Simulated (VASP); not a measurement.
A convergence study with VASP on GaP (zinc blende): one setting is varied, all else stays as given below, so the limit is that of these other settings.

```
GaP
1.0
    0.00000     2.72500     2.72500
    2.72500     0.00000     2.72500
    2.72500     2.72500     0.00000
Ga P
1 1
Direct
  0.00000   0.00000   0.00000
  0.25000   0.25000   0.25000
```

Calculation: PBE GGA, VASP's PBE PAW potentials (set 64) (plane waves; VASP). The tightest run used: 550 eV cut-off, 17×17×17 Γ-centred mesh, tetrahedra with Blöchl corrections, potentials Ga_d P.

Gaps are read on the run's mesh, which can miss a band edge.

**Question.** The settings run are 3×3×3 mesh; 4×4×4 mesh; 5×5×5 mesh; 6×6×6 mesh; 7×7×7 mesh; 8×8×8 mesh; 9×9×9 mesh; 10×10×10 mesh; 11×11×11 mesh; 12×12×12 mesh; 13×13×13 mesh; 14×14×14 mesh; 15×15×15 mesh; 16×16×16 mesh; 17×17×17 mesh. From which on does the stress (every component) stay within 0.2 GPa of the tightest run?

**Answer.** From 5×5×5 mesh on: it is off by 0.11 there and by no more than 0.2 in any finer run, while 4×4×4 mesh is off by 0.42.
```json
[
 {"setting": "3×3×3 mesh", "E (eV/atom)": "-4.3073", "pressure (GPa)": "4.08", "gap on the mesh (eV)": "1.695", "irreducible k-points": "4", "difference judged (GPa)": "1.57"},
 {"setting": "4×4×4 mesh", "E (eV/atom)": "-4.4879", "pressure (GPa)": "2.92", "gap on the mesh (eV)": "1.628", "irreducible k-points": "8", "difference judged (GPa)": "0.42"},
 {"setting": "5×5×5 mesh", "E (eV/atom)": "-4.5363", "pressure (GPa)": "2.61", "gap on the mesh (eV)": "1.594", "irreducible k-points": "10", "difference judged (GPa)": "0.11"},
 {"setting": "6×6×6 mesh", "E (eV/atom)": "-4.5511", "pressure (GPa)": "2.53", "gap on the mesh (eV)": "1.651", "irreducible k-points": "16", "difference judged (GPa)": "0.02"},
 {"setting": "7×7×7 mesh", "E (eV/atom)": "-4.5561", "pressure (GPa)": "2.51", "gap on the mesh (eV)": "1.590", "irreducible k-points": "20", "difference judged (GPa)": "0.00"},
 {"setting": "8×8×8 mesh", "E (eV/atom)": "-4.5580", "pressure (GPa)": "2.50", "gap on the mesh (eV)": "1.641", "irreducible k-points": "29", "difference judged (GPa)": "0.00"},
 {"setting": "9×9×9 mesh", "E (eV/atom)": "-4.5587", "pressure (GPa)": "2.50", "gap on the mesh (eV)": "1.598", "irreducible k-points": "35", "difference judged (GPa)": "0.00"},
 {"setting": "10×10×10 mesh", "E (eV/atom)": "-4.5590", "pressure (GPa)": "2.50", "gap on the mesh (eV)": "1.604", "irreducible k-points": "47", "difference judged (GPa)": "0.00"},
 {"setting": "11×11×11 mesh", "E (eV/atom)": "-4.5591", "pressure (GPa)": "2.50", "gap on the mesh (eV)": "1.607", "irreducible k-points": "56", "difference judged (GPa)": "0.00"},
 {"setting": "12×12×12 mesh", "E (eV/atom)": "-4.5591", "pressure (GPa)": "2.50", "gap on the mesh (eV)": "1.593", "irreducible k-points": "72", "difference judged (GPa)": "0.00"},
 {"setting": "13×13×13 mesh", "E (eV/atom)": "-4.5592", "pressure (GPa)": "2.50", "gap on the mesh (eV)": "1.615", "irreducible k-points": "84", "difference judged (GPa)": "0.00"},
 {"setting": "14×14×14 mesh", "E (eV/atom)": "-4.5592", "pressure (GPa)": "2.50", "gap on the mesh (eV)": "1.592", "irreducible k-points": "104", "difference judged (GPa)": "0.00"},
 {"setting": "15×15×15 mesh", "E (eV/atom)": "-4.5592", "pressure (GPa)": "2.50", "gap on the mesh (eV)": "1.605", "irreducible k-points": "120", "difference judged (GPa)": "0.00"},
 {"setting": "16×16×16 mesh", "E (eV/atom)": "-4.5592", "pressure (GPa)": "2.50", "gap on the mesh (eV)": "1.594", "irreducible k-points": "145", "difference judged (GPa)": "0.00"},
 {"setting": "17×17×17 mesh", "E (eV/atom)": "-4.5592", "pressure (GPa)": "2.50", "gap on the mesh (eV)": "1.595", "irreducible k-points": "165", "difference judged (GPa)": "0.00"}
]
```

Left out are rungs that failed or repeat a setting and relaxations that didn't move; long series are thinned to 24 rows.

The compound is GaP in the zinc blende structure. The cell was not relaxed at this level.
